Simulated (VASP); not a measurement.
Level of theory: optB86b-vdW, VASP's PBE PAW potentials (set 64) (plane waves; VASP).

A VASP calculation is set up with these files.

### INCAR
```
AGGAC=0.0
ALGO=Normal
EDIFF=1E-7
EDIFFG=-0.01
ENCUT=520
GGA=MK
IBRION=2
ISIF=4
ISMEAR=0
LASPH=T
LCHARG=F
LREAL=F
LUSE_VDW=T
LWAVE=F
NELM=100
NSW=30
PARAM1=0.1234
PARAM2=1.0
PREC=Accurate
SIGMA=0.05
SYSTEM=MgH2
```

**POSCAR**
```
MgH2
1
    4.4882765753     0.0000000000     0.0000000000
    0.0000000000     4.4882765753     0.0000000000
    0.0000000000     0.0000000000     3.0002873878
Mg H
2 4
Direct
  1.0000000000   1.0000000000   0.0000000000
  0.5000000000   0.5000000000   0.5000000000
  0.3042036405   0.3042036405   0.0000000000
  0.8042036405   0.1957963595   0.5000000000
  0.1957963595   0.8042036405   0.5000000000
  0.6957963595   0.6957963595   0.0000000000
```

KPOINTS:
```
Automatic mesh
0
Gamma
5 5 7
0 0 0
```

POTCAR, in this order: Mg H (PBE.64 set). Program: vasp_std.

The resulting files:

### OSZICAR
```
       N       E                     dE             d eps       ncg     rms          rms(c)
DAV:   1     0.566511631855E+01    0.56651E+01   -0.32526E+03   384   0.765E+02
DAV:   2    -0.155979895155E+02   -0.21263E+02   -0.20284E+02   512   0.847E+01
DAV:   3    -0.163476068435E+02   -0.74962E+00   -0.74962E+00   512   0.226E+01
DAV:   4    -0.163492116613E+02   -0.16048E-02   -0.16048E-02   544   0.107E+00
DAV:   5    -0.163492208681E+02   -0.92068E-05   -0.92068E-05   552   0.640E-02    0.684E+00
DAV:   6    -0.153370086245E+02    0.10122E+01   -0.86983E-01   416   0.569E+00    0.347E+00
DAV:   7    -0.150016820783E+02    0.33533E+00   -0.10898E+00   384   0.683E+00    0.518E-01
DAV:   8    -0.150121064400E+02   -0.10424E-01   -0.21013E-02   432   0.118E+00    0.817E-02
DAV:   9    -0.150120799713E+02    0.26469E-04   -0.64311E-04   560   0.209E-01    0.181E-02
DAV:  10    -0.150121051578E+02   -0.25186E-04   -0.39214E-05   472   0.621E-02    0.916E-03
DAV:  11    -0.150121044192E+02    0.73858E-06   -0.48702E-06   512   0.117E-02    0.155E-03
DAV:  12    -0.150121044306E+02   -0.11442E-07   -0.14309E-07   432   0.348E-03
   1 F= -.15012104E+02 E0= -.15012104E+02  d E =-.150121E+02
```

**OUTCAR**
```
------------------------ aborting loop because EDIFF is reached ----------------------------------------
  FORCE on cell =-STRESS in cart. coord.  units (eV):
  Direction    XX          YY          ZZ          XY          YZ          ZX
  --------------------------------------------------------------------------------------
  Total        0.0406663      0.0406663      0.0840757      0.0000000      0.0000000      0.0000000
  in kB        1.0780104      1.0780104      2.2287385      0.0000000      0.0000000      0.0000000
  external PRESSURE =       1.4615865 kB  Pullay stress =       0.0000000 kB
  volume of cell :       60.44
      direct lattice vectors                 reciprocal lattice vectors
     4.488276575  0.000000000  0.000000000     0.222802669  0.000000000  0.000000000
     0.000000000  4.488276575  0.000000000     0.000000000  0.222802669  0.000000000
     0.000000000  0.000000000  3.000287388     0.000000000  0.000000000  0.333301404
 POSITION                                       TOTAL-FORCE (eV/Angst)
 -----------------------------------------------------------------------------------
      0.00000      0.00000      0.00000         0.000000      0.000000      0.000000
      2.24414      2.24414      1.50014         0.000000      0.000000      0.000000
      1.36535      1.36535      0.00000        -0.005347     -0.005347      0.000000
      3.60949      0.87879      1.50014        -0.005347      0.005347      0.000000
      0.87879      3.60949      1.50014         0.005347     -0.005347      0.000000
      3.12293      3.12293      0.00000         0.005347      0.005347     -0.000000
 -----------------------------------------------------------------------------------
    total drift:                                0.000000     -0.000000     -0.000000
  FREE ENERGIE OF THE ION-ELECTRON SYSTEM (eV)
  ---------------------------------------------------
  free  energy   TOTEN  =       -15.0121044306 eV

  energy  without entropy=      -15.0121044306  energy(sigma->0) =      -15.01210443

 reached required accuracy - stopping structural energy minimisation
```
(Selected blocks of OUTCAR.)

File OUTCAR:
```
 val. band max:       -0.6388691331   @ k =   0.2000   0.0000   0.0000

 cond. band min:       3.4357427171   @ k =   0.4000   0.4000   0.4286


 Fermi energy:        -0.4055066177

 k-point     1 :       0.0000    0.0000    0.0000
  band No.  band energies     occupation
      1      -7.0400      2.00000
      2      -2.0514      2.00000
      3      -2.0514      2.00000
      4      -0.9991      2.00000
      5       4.2161      0.00000
      6       4.5841      0.00000
      7       8.7329      0.00000
      8       8.7329      0.00000

 k-point     2 :       0.2000    0.0000    0.0000
  band No.  band energies     occupation
      1      -6.7736      2.00000
      2      -3.1834      2.00000
      3      -1.8757      2.00000
      4      -0.6389      2.00000
      5       4.2837      0.00000
      6       5.4244      0.00000
      7       7.1886      0.00000
      8       9.3734      0.00000

 k-point     3 :       0.4000    0.0000    0.0000
  band No.  band energies     occupation
      1      -5.9886      2.00000
      2      -4.7388      2.00000
      3      -1.4011      2.00000
      4      -0.8368      2.00000
      5       4.4785      0.00000
      6       5.5028      0.00000
      7       8.0454      0.00000
      8      10.6255      0.00000

 k-point     4 :       0.2000    0.2000    0.0000
  band No.  band energies     occupation
      1      -6.5109      2.00000
      2      -3.2510      2.00000
      3      -2.5920      2.00000
      4      -0.6811      2.00000
      5       4.9153      0.00000
      6       5.6553      0.00000
      7       7.6083      0.00000
      8       9.3092      0.00000

 k-point     5 :       0.4000    0.2000    0.0000
  band No.  band energies     occupation
      1      -5.7387      2.00000
      2      -4.5263      2.00000
      3      -2.2172      2.00000
      4      -1.3791      2.00000
      5       5.4520      0.00000
      6       6.3674      0.00000
      7       8.3525      0.00000
...
```

The compound is MgH2 in the rutile structure. It was relaxed first.
